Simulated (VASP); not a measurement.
## Ca2P3Ru: single point with PBE

Crystal: Ca2P3Ru.

```
CELL_PARAMETERS angstrom
5.35121 0.00000 0.00000
-2.67561 4.63429 0.00000
0.00000 0.00000 4.80232
ATOMIC_POSITIONS crystal
Ca 0.33333 0.66667 0.00000
Ca 0.66667 0.33333 0.00000
P 0.50000 0.00000 0.50000
P 0.50000 0.50000 0.50000
P 0.00000 0.50000 0.50000
Ru 0.00000 0.00000 0.00000
```

The cell was built by a generator and needn't be a form met in nature.

The cell isn't the ideal one: species swapped into the PrAl2Ni3 type (P6/mmm, No. 191).

* Program: VASP 6.6.1
* Task: single point
* Functional: PBE
* Potentials or basis: VASP PAW PBE potentials, release 64 (Ca_sv, P, Ru_pv)
* Cutoff: 520 eV
* k mesh: 9 × 9 × 10
* Occupations: gaussian, width 0.1 eV
* Spin: no spin polarisation
* Dipole correction: no
* Further INCAR settings: ALGO = Fast; EDIFF = 1e-07; NBANDS = 34

The pressure is 0.1 GPa. The band gap on the k mesh is none (metal or under the smearing width).

Stress tensor (GPa, compression positive):
```
0.08 0.00 0.00
0.00 0.08 0.00
0.00 0.00 0.28
```

Levels at points of the mesh, in eV from the Fermi level:
```tsv
k point	band 22	band 23	band 24	band 25	band 26	band 27
(0.00, 0.00, 0.00)	-0.79	-0.79	-0.68	-0.57	-0.57	2.87
(0.00, 0.00, 0.50)	0.08	0.08	0.33	0.33	0.99	1.45
```

Wall time 6.9 min on 1 thread of Intel(R) Xeon(R) Platinum 8488C (Sapphire Rapids) (shared host), peak memory 0.41 GiB.
